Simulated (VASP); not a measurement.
Data:

```xyz
2
Lattice="2.9359 0.0000 0.0000 0.0000 2.9359 0.0000 0.0000 0.0000 2.9359" Properties=species:S:1:pos:R:3 pbc="T T T"
B      0.0000     0.0000     0.0000
As     1.4680     1.4680     1.4680
```

Method: r2SCAN meta-GGA, VASP's PBE PAW potentials (set 64) (plane waves; VASP 6.6.1). Settings: 520 eV cut-off, 14×14×14 Γ-centred mesh, tetrahedra with Blöchl corrections, potentials B As.

What does the run give for the energy per atom (σ→0), band gap (over mesh and band path) with the smallest direct gap where there is one?

- band gap (over mesh and band path): none (metal, semimetal or under 0.01 eV)
- energy per atom (σ→0): -9.331 eV/atom

Total energies compare only between runs with the same potentials, cut-off and functional.

The structure was generated: BAs was put into the CsCl type (Pm-3m), which need not be its known phase. It was relaxed first, which changed the volume by +31 %. VASP warned that the highest band is occupied, so more bands are needed.
